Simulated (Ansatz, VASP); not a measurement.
# NaAu2: VASP beside Ansatz

File INCAR:

```
SYSTEM = NaAu2
ALGO     = Normal         ! electronic algorithm
DIPOL    = 0.5 0.5 0.500
EDIFF    = 1E-7           ! SCF threshold, eV
ENCUT    = 520            ! plane-wave cutoff, eV
GGA      = PE             ! functional
IDIPOL   = 3            
ISIF     = 2              ! what is computed and relaxed
ISMEAR   = 0              ! smearing method
LASPH    = .True.         ! aspherical terms in the spheres
LCHARG   = .True.         ! write CHGCAR
LDIPOL   = .True.       
LELF     = .True.         ! ELF
LREAL    = .False.        ! projectors in reciprocal space
LVACPOTAV= .True.       
LVHAR    = .True.       
LWAVE    = .False.        ! write WAVECAR
NBANDS   = 22             ! bands
NELM     = 100            ! most SCF steps
PREC     = Accurate       ! precision mode
SIGMA    = 0.1            ! smearing width, eV
```

Contents of KPOINTS:

```
k-points
0
Gamma
  6 6 1
  0 0 0
```

POSCAR

```
NaAu2
1.0
    4.6830454500      0.0000000000      0.0000000000
   -2.3415227300      4.0556358700      0.0000000000
    0.0000000000      0.0000000000     18.0000000000
Na Au
1 2
Direct
    0.0000000000      0.0000000000      0.5000000000
    0.6666666700      0.3333333300      0.6066318000
    0.3333333300      0.6666666700      0.3933682000
```

Input for Ansatz:

```yaml
crystal:
  lattice:
    - [4.68304545, 0.0, 0.0]
    - [-2.34152273, 4.05563587, 0.0]
    - [0.0, 0.0, 18.0]
  atoms:
    - { symbol: Na, position: [0.0, 0.0, 0.5] }
    - { symbol: Au, position: [0.66666667, 0.33333333, 0.6066318] }
    - { symbol: Au, position: [0.33333333, 0.66666667, 0.3933682] }
  periodic: [true, true, false]
basis:
  ecutwfc: 420
kpoints:
  mp_grid: { grid: [6, 6, 1] }
hamiltonian:
  xc: pbe
scf:
  occupations: { method: gaussian, width: 0.1 }
  lower_state_search: "off"
output:
  forces: true
  stress: true
  eigenvalues: true
```

Change from the starting cell: species swapped into a sheet of the MnI2 type.

Alike in both runs: task single point; functional PBE; k mesh 6 × 6 × 1; occupations gaussian, width 0.1 eV; no spin polarisation.

|  | VASP | Ansatz |
| --- | --- | --- |
| version | VASP 6.6.1 | Ansatz 0.2.0 |
| potentials or method | VASP PAW PBE potentials, release 64 (Na_pv, Au) | scalar-relativistic, plane waves, PAW |
| plane-wave cutoff (eV) | 520 | 420 |
| valence electrons in the cell | 29 | 47 |

```csv
,VASP,Ansatz,Ansatz less VASP
gap on the k mesh at the Fermi level (eV),none,none,-
rms of the force components (eV/Å),0.169,0.169,+0.0001
```

Atom by atom the forces differ by 0.000 eV/Å (rms over components). A gap of «none» marks a metal or a gap that the smearing closes. The two sets of potentials don't hold the same shells in valence. Ansatz warned: «slab_cell_height_set».

The runs have no spin-orbit coupling, so splittings on Au are missing.
